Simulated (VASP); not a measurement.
Here is the system:

```
CELL_PARAMETERS angstrom
      1.80426    -5.16108     0.00000
      1.80426     5.16108     0.00000
      0.00000     0.00000     3.96807
ATOMIC_POSITIONS crystal
  Te 0.64392 0.35608 0.25000
  Te 0.35608 0.64392 0.75000
  Rh 0.90466 0.09534 0.25000
  Rh 0.07456 0.88388 0.75000
```

Calculation: PBEsol GGA, VASP's PBE PAW potentials (set 64) (plane waves; VASP). Settings: 480 eV cut-off, 8×8×8 Γ-centred mesh, first-order Methfessel-Paxton smearing of 0.10 eV, potentials Te Rh_pv.

Unless said otherwise, spin-orbit coupling is left out, though it shifts the bands of the heavy elements here.

### Question
What does the run give for the energy per atom (σ→0), largest force, band gap (on the k-mesh) with the smallest direct gap where there is one?

### Answer

```json
{
 "band gap (on the k-mesh)": "none (metal, semimetal or under 0.01 eV)",
 "energy per atom (σ→0)": "-6.026 eV/atom",
 "largest_force": "0.00982 Ry/bohr"
}
```

The absolute energy has meaning only against runs of the same code, potentials and settings.

The structure was generated: TeRh was put into the CrB type (Cmcm), which need not be its known phase. This cell was strained or had an atom moved on purpose.
